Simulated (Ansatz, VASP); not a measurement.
# Hf11Ti19O60 (amorphous 37HfO2-63TiO2 (mol %)): VASP beside Ansatz, part 2 of 3

Aim: how closely do two programs agree when they are given the same cell, functional and k mesh? Of the first pair: The structure shown is the start of the Ansatz relaxation below; VASP solves that cell, so the two are compared at the walk's first step.

VASP 6.6.1 and Ansatz 0.2.0.

So far: Starting point; Ansatz: relaxation, PBEsol.

### 3. VASP: single point, PBEsol, start cell, pair 1

Level of this step: PBEsol, no spin polarisation; plane waves and PAW (Hf_pv, Ti_sv, O) (VASP).

The same cell, functional, mesh and smearing now go to VASP, with its own data sets.

Lines of VASP's logs that name or quote its potential files are left out, and so is its time.

File INCAR:

```
SYSTEM = Hf11Ti19O60
PREC = Accurate
ENCUT = 520
EDIFF = 1E-06
NELM = 120
ISMEAR = -1
SIGMA = 0.05
LREAL = Auto
ALGO = Normal
GGA = PS
NBANDS = 416
LASPH = .TRUE.
LORBIT = 11
LWAVE = .FALSE.
LCHARG = .FALSE.
ISIF = 2
GGA_COMPAT = .FALSE.
EFERMI = MIDGAP
NCORE = 2
```

File POSCAR:

```
Hf11Ti19O60
1.0
    9.9540600000     -0.1912600000      0.0663900000
   -0.1912600000      9.4154000000     -0.0663000000
    0.0663900000     -0.0663000000     10.2514500000
Hf Ti O
11 19 60
Direct
    0.8473227945      0.2777946034      0.4523129920
    0.0880477813      0.1837947969      0.6464783131
    0.2722131063      0.3619225718      0.1490543522
    0.8261186734      0.9652292882      0.6503225088
    0.0150527707      0.1346822726      0.1630237753
    0.9083927695      0.3958050634      0.9083528359
    0.0416206330      0.7544336740      0.7139434674
    0.2868694296      0.7001009221      0.2468110784
    0.3593140495      0.0207257809      0.1254768115
    0.7086382658      0.5992044396      0.6744392998
    0.7595264995      0.0917600948      0.9636645284
    0.5648423587      0.3036653675      0.0573024430
    0.5841080859      0.7631097541      0.4263509300
    0.5612798586      0.4765004659      0.3332141903
    0.5433774467      0.0153469086      0.5847799747
    0.6910586628      0.7479203816      0.1130871961
    0.1023306585      0.0148507067      0.9027689614
    0.4163292170      0.4030841856      0.6240077633
    0.4062425939      0.1345879955      0.8476901061
    0.1700512314      0.4744352266      0.7431890468
    0.3098223860      0.0955894097      0.3990331582
    0.0114847265      0.6879638718      0.0204897389
    0.0870874793      0.5187414401      0.4298914612
    0.3791672694      0.7625106004      0.6805848478
    0.0997127636      0.8976323096      0.4237735239
    0.8408143533      0.4524842213      0.2202984006
    0.6785227650      0.0366967146      0.2479635433
    0.4153063355      0.5849501174      0.9503445859
    0.5597316009      0.8548518227      0.8826181755
    0.6702240395      0.2933033253      0.7312380040
    0.3261543064      0.5603570530      0.0981225376
    0.9182132700      0.1299217909      0.5633206654
    0.4646602102      0.6473433335      0.3307015175
    0.4706559891      0.1062471430      0.4576423174
    0.2418780685      0.3316553629      0.6365958441
    0.2712210643      0.1887547109      0.2568229929
    0.8156371546      0.2280672035      0.8196860644
    0.0421653831      0.5794438059      0.8556660535
    0.4268681131      0.9828543980      0.9490875410
    0.5381766422      0.1187832268      0.1773744964
    0.8226577144      0.0640215525      0.1500303258
    0.5611933195      0.4570742898      0.7180005171
    0.9807273248      0.8596905866      0.5438437488
    0.9632859227      0.1056407163      0.9715163637
    0.7117284812      0.3797434368      0.3395349278
    0.4511045257      0.8352984284      0.5232363672
    0.0480823076      0.3304060561      0.7814322595
    0.0860946606      0.5806416413      0.6139795557
    0.7532852319      0.3079660525      0.0550563620
    0.7619988228      0.3833532620      0.5970499022
    0.4802973885      0.3817628607      0.2064609332
    0.5811336884      0.7356395500      0.7314176469
    0.3424888704      0.5783077555      0.6439580711
    0.2210537554      0.8258695530      0.6668695055
    0.4615984563      0.9673140837      0.7339924988
    0.1825516003      0.0612565244      0.5164383289
    0.4658318431      0.3959865206      0.4642004136
    0.6572506489      0.8454304079      0.2769185984
    0.5901482899      0.1886050013      0.9037672297
    0.6835051134      0.1236124497      0.6415304763
    0.9314231748      0.5115051743      0.0721240028
    0.7350974760      0.1166998519      0.3843294440
    0.2955601791      0.4731853129      0.8612391365
    0.0401939722      0.3427798942      0.4950575606
    0.1225300052      0.7171022576      0.1383032754
    0.1049882772      0.3048319880      0.0834847938
    0.3918534154      0.8246406880      0.1368936618
    0.5848767389      0.6931353273      0.9786249658
    0.9255426349      0.2864536310      0.2663081906
    0.6575473830      0.6139382986      0.4843460719
    0.2269418767      0.1173051500      0.8079940555
    0.2901923527      0.9315536174      0.3234953235
    0.8565472553      0.7668568234      0.0639593848
    0.7789156306      0.4895663609      0.8203274699
    0.4700970737      0.2280833970      0.7011410273
    0.2113322634      0.4812565526      0.3062373577
    0.6962155544      0.5789015371      0.1995678096
    0.3734197113      0.2266527184      0.0181862800
    0.9350521290      0.5374638268      0.3499071586
    0.1696939370      0.0242413863      0.0676724974
    0.0316590257      0.9949319873      0.3035826296
    0.6484412192      0.9260369735      0.0375211545
    0.0080794157      0.0042340349      0.7438893351
    0.5307015807      0.4454918814      0.9680584536
    0.7239101731      0.9517348937      0.8206585046
    0.8457452869      0.7501939864      0.7061721836
    0.6831599836      0.8969722859      0.5307945970
    0.1529943603      0.7169352371      0.3962342411
    0.3818883586      0.7426733463      0.8601305839
    0.0731060351      0.8262558279      0.8996510008
```

File KPOINTS:

```
Automatic mesh
0
Gamma
1 1 1
0 0 0
```

Potentials, in the order of the species: Hf_pv, Ti_sv and O (PBE family, release 64).

The run is started by

```console
$ mpirun -np 8 vasp_gam
```

Numbers of over 12 decimals in the logs are rounded to 6 here.

What it wrote:

```text
[banner, memory and clock lines left out]
running    8 mpi-ranks, on    1 nodes
[...]
|                                                                             |
|               ----> ADVICE to this user running VASP <----                  |
|                                                                             |
|     You enforced a specific xc type in the INCAR file but a different       |
|     [... a line on the potential file left out ...]
|     I HOPE YOU KNOW WHAT YOU ARE DOING!                                     |
|                                                                             |

 LDA part: xc-table for (Slater+PW92), standard interpolation
 POSCAR, INCAR and KPOINTS ok, starting setup
[...]
entering main loop
       N       E                     dE             d eps       ncg     rms          rms(c)
DAV:   1     0.126613370438E+05    0.12661E+05   -0.39461E+05   832   0.207E+03
DAV:   2     0.198463674122E+04   -0.10677E+05   -0.10166E+05   832   0.638E+02
DAV:   3    -0.729315633315E+03   -0.27140E+04   -0.25355E+04   968   0.273E+02
DAV:   4    -0.103593945994E+04   -0.30662E+03   -0.30520E+03  1152   0.984E+01
[...]
DAV:  18    -0.862844379891E+03   -0.57315E-05   -0.16459E-05  1072   0.119E-02    0.814E-03
DAV:  19    -0.862844381266E+03   -0.13759E-05   -0.30096E-06   672   0.530E-03    0.423E-03
DAV:  20    -0.862844382038E+03   -0.77202E-06   -0.11270E-06   504   0.321E-03
   1 F= -.86284438E+03 E0= -.86284438E+03  d E =-.601211E-12
```

Parts of OUTCAR (step 3):

```text
  FREE ENERGIE OF THE ION-ELECTRON SYSTEM (eV)
  ---------------------------------------------------
  free  energy   TOTEN  =      -862.8443820384 eV

  energy  without entropy=     -862.8443820384  energy(sigma->0) =     -862.84438204

[... 2 further parts left out ...]
[key lines of the parts left out:]
E-fermi :   5.4220
```

The run ends at a pressure of 27.68 GPa, with forces up to 1.8 eV/Å.

### 4. Side by side

Known differences besides the potentials themselves: the data sets hold 874 valence electrons in Ansatz (on its default PAW (the set named soft_2) files) and 698 in VASP; the cutoff is 420 eV in Ansatz and 520 eV in VASP (PREC = Accurate, projectors in real space); Ansatz makes its cores anew for this functional, VASP keeps those of its PBE data sets. Total energies have different zeros and are not compared.

Forces on 10 of the 90 atoms, those with the largest forces and the largest differences (eV/Å; atoms numbered as in POSCAR):

```
atom         Ansatz x, y, z           VASP x, y, z
 Hf6   1.137, -0.661, 1.207   1.117, -0.670, 1.164
 O34   1.164, 0.995, -0.659   1.214, 1.046, -0.700
 O54  -0.497, 1.380, -0.616  -0.729, 1.373, -0.590
 O62    0.084, 0.003, 1.443    0.202, 0.176, 1.623
 O65    0.567, 0.540, 1.089    0.811, 0.563, 1.318
 O66  -1.178, 0.614, -1.393  -1.156, 0.554, -1.316
 O67  1.357, -0.767, -0.990  1.261, -0.744, -0.913
 O70  0.802, -1.369, -0.157   0.887, -1.481, 0.013
 O72  0.080, -1.470, -0.524  0.103, -1.615, -0.665
 O81  -0.825, 0.147, -0.518  -0.905, 0.306, -0.708
```

The forces differ by 85 meV/Å r.m.s., which is 14.0 % of the r.m.s. force of 0.603 eV/Å (both taken over all components).

### 5. Ansatz: relaxation, PBEsol

This run makes the geometry at which the two programs are then compared.

The structure compared here is the end of the Ansatz relaxation.

This is the run of step 2 again, met here at its other cell.

### 6. VASP: single point, PBEsol, relaxed atoms in a fixed cell, pair 2

The same cell, functional, mesh and smearing now go to VASP, with its own data sets.

Edit INCAR of step 3 so:

```diff
@@ -2,3 +2,3 @@
 PREC = Accurate
-ENCUT = 520
+ENCUT = 600
 EDIFF = 1E-06
```

File POSCAR:

```
Hf11Ti19O60
1.0
    9.9540600000     -0.1912600000      0.0663900000
   -0.1912600000      9.4154000000     -0.0663000000
    0.0663900000     -0.0663000000     10.2514500000
Hf Ti O
11 19 60
Direct
    0.8507500000      0.2826600000      0.4610600000
    0.0985600000      0.1785700000      0.6435200000
    0.2576600000      0.3567700000      0.1268300000
    0.8293100000      0.9647600000      0.6577400000
    0.0296600000      0.1165700000      0.1793500000
    0.9310600000      0.3895000000      0.9285000000
    0.0386000000      0.7500500000      0.7308900000
    0.2794600000      0.6890300000      0.2413900000
    0.4014400000      0.9893200000      0.1084600000
    0.7163000000      0.5982700000      0.6808000000
    0.7620500000      0.0862200000      0.9821700000
    0.5617900000      0.3126700000      0.0706800000
    0.5863700000      0.7671100000      0.4354100000
    0.5553500000      0.4819800000      0.3350500000
    0.5514000000      0.0547200000      0.5626800000
    0.6772100000      0.7439100000      0.0995500000
    0.1233000000      0.0118700000      0.9126600000
    0.4212600000      0.4170100000      0.6313600000
    0.4119700000      0.1430000000      0.8342200000
    0.1734700000      0.4729300000      0.7423700000
    0.2998700000      0.0909600000      0.3748400000
    0.0142300000      0.7013500000      0.0347500000
    0.0849900000      0.5154200000      0.4342700000
    0.3720800000      0.7767400000      0.6512900000
    0.1001400000      0.8804300000      0.4623900000
    0.8343900000      0.4401600000      0.2207400000
    0.6736700000      0.0362600000      0.2671900000
    0.4066800000      0.6095400000      0.9558900000
    0.5528000000      0.8598700000      0.8538900000
    0.6850800000      0.3025700000      0.7524700000
    0.2631900000      0.5613500000      0.0729800000
    0.9312100000      0.1123600000      0.5485300000
    0.4559600000      0.6523400000      0.3394400000
    0.4612100000      0.1390100000      0.4348300000
    0.2508400000      0.3311800000      0.6309100000
    0.2160800000      0.2084500000      0.2661800000
    0.8341800000      0.2159400000      0.8370600000
    0.0504300000      0.5760100000      0.8687600000
    0.4009200000      0.9693500000      0.9182900000
    0.5412900000      0.1330000000      0.1867200000
    0.8236800000      0.0517000000      0.1743900000
    0.5640600000      0.4676000000      0.7397200000
    0.9514900000      0.8248200000      0.5458000000
    0.9650500000      0.0551700000      0.9893800000
    0.7018700000      0.3676400000      0.3372900000
    0.4429900000      0.8705200000      0.5008200000
    0.0508500000      0.3273900000      0.7788100000
    0.0716900000      0.5764500000      0.6195700000
    0.7628300000      0.3069700000      0.0698300000
    0.7748600000      0.3991700000      0.6049900000
    0.4531900000      0.3872800000      0.2123700000
    0.5726800000      0.7461800000      0.6947700000
    0.3325600000      0.5899200000      0.6195000000
    0.2023500000      0.8358800000      0.6376700000
    0.4672600000      0.9816600000      0.7138500000
    0.2063800000      0.0546400000      0.5214100000
    0.4657200000      0.3995500000      0.4684900000
    0.6476700000      0.8393000000      0.2749900000
    0.5936500000      0.1977800000      0.9075800000
    0.7023300000      0.1371600000      0.6485800000
    0.9421900000      0.5244600000      0.0911900000
    0.7139900000      0.1243000000      0.4102100000
    0.3135300000      0.4638900000      0.8501600000
    0.0516000000      0.3331800000      0.4982600000
    0.1046300000      0.7599800000      0.1662800000
    0.0834400000      0.2935000000      0.0508800000
    0.4111200000      0.7686500000      0.0964900000
    0.5997000000      0.6924700000      0.9401000000
    0.9325900000      0.2795200000      0.2705000000
    0.6643200000      0.6079200000      0.4824300000
    0.2304600000      0.1331900000      0.8047400000
    0.3225800000      0.9237800000      0.2856400000
    0.8457600000      0.7808300000      0.0510100000
    0.7834000000      0.4764600000      0.8351500000
    0.4866400000      0.2310800000      0.6845300000
    0.2027500000      0.4842900000      0.2952300000
    0.6845400000      0.5726200000      0.1892700000
    0.3793800000      0.2175500000      0.0213300000
    0.9197300000      0.5263800000      0.3704500000
    0.1964600000      0.0233700000      0.0760800000
    0.0532800000      0.9820400000      0.3244400000
    0.6118900000      0.9355300000      0.0441500000
    0.0171500000      0.9922600000      0.7470600000
    0.5200200000      0.4603700000      0.9872200000
    0.7183400000      0.9552000000      0.8282400000
    0.8415200000      0.7529200000      0.7470200000
    0.6876300000      0.9065000000      0.5273500000
    0.1647900000      0.7117000000      0.4097900000
    0.3690700000      0.7378700000      0.8325700000
    0.1121400000      0.8184700000      0.9089200000
```

KPOINTS is that of step 3.

The run is started by

```console
$ mpirun -np 8 vasp_gam
```

What it wrote:

```text
[banner, memory and clock lines left out]
running    8 mpi-ranks, on    1 nodes
[...]
[... a notice as in an earlier step ...]

 LDA part: xc-table for (Slater+PW92), standard interpolation
 POSCAR, INCAR and KPOINTS ok, starting setup
[...]
entering main loop
       N       E                     dE             d eps       ncg     rms          rms(c)
DAV:   1     0.132467731739E+05    0.13247E+05   -0.43069E+05   832   0.228E+03
DAV:   2     0.215444015950E+04   -0.11092E+05   -0.10595E+05   832   0.679E+02
DAV:   3    -0.695066627360E+03   -0.28495E+04   -0.26380E+04   968   0.283E+02
DAV:   4    -0.104563245932E+04   -0.35057E+03   -0.34866E+03  1144   0.106E+02
[...]
DAV:  19    -0.867973827919E+03   -0.36651E-05   -0.10857E-05  1096   0.906E-03    0.113E-02
DAV:  20    -0.867973828994E+03   -0.10754E-05   -0.50824E-06   864   0.588E-03    0.313E-03
DAV:  21    -0.867973829595E+03   -0.60123E-06   -0.91466E-07   488   0.299E-03
   1 F= -.86797383E+03 E0= -.86797383E+03  d E =-.522539E-10
```

Parts of OUTCAR (step 6):

```text
  FREE ENERGIE OF THE ION-ELECTRON SYSTEM (eV)
  ---------------------------------------------------
  free  energy   TOTEN  =      -867.9738295954 eV

  energy  without entropy=     -867.9738295953  energy(sigma->0) =     -867.97382960

[... 1 part as in an earlier step ...]

[... 1 further part left out ...]
[key lines of the parts left out:]
E-fermi :   5.4379
```

The run ends at a pressure of 11.40 GPa, with forces up to 0.28 eV/Å.

### 7. Comparison

What differs besides the data sets and the points named for the pairs above, as far as they apply: the data sets hold 874 valence electrons in Ansatz (on its default PAW (the set named soft_2) files) and 698 in VASP; the cutoff is 420 eV in Ansatz and 600 eV in VASP (PREC = Accurate, projectors in real space). Total energies have different zeros and are not compared.

Both answers:

```csv
quantity,Ansatz,VASP,difference
pressure (GPa),12.25,11.40,+0.84
gap on the k mesh (eV),2.602,2.578,+0.023
```

Forces on 7 of the 90 atoms, those with the largest forces and the largest differences (eV/Å; atoms numbered as in POSCAR):

```csv
atom,"Ansatz x, y, z","VASP x, y, z"
O36,"0.006, -0.012, 0.007","-0.085, 0.085, -0.197"
O41,"0.005, -0.005, -0.002","0.169, 0.064, -0.159"
O43,"-0.006, -0.004, -0.002","-0.125, 0.003, 0.188"
O44,"-0.008, -0.007, -0.004","-0.171, 0.065, 0.129"
O62,"0.004, -0.001, 0.003","0.120, 0.155, 0.141"
O65,"0.004, 0.001, -0.006","0.209, 0.004, 0.180"
O81,"-0.003, 0.003, -0.011","-0.050, 0.135, -0.183"
```

The forces differ by 78 meV/Å r.m.s., where the r.m.s. force is 0.007 eV/Å in Ansatz and 0.078 eV/Å in VASP: the atoms lie near their places of rest in Ansatz, so a percentage would say little (all taken over all components). A gap on the mesh is an upper bound, since the band edges may lie between its points; neither run holds spin-orbit coupling, which can move the band edges of a compound of Hf.

(Continued in part 3 of 3.)

[Lines on the potential files, build, host, timing and source positions are cut from VASP's logs without a mark.]

[Logs are printed without paths, hosts, clocks, repeated set-up lines and the standing remarks that a program may print on its own settings, such as how far it seeks lower states.]

[Hosts, paths, dates, database ids (printed as entryN), source tags and the programs' standing remarks are cut or masked in the printed files.]
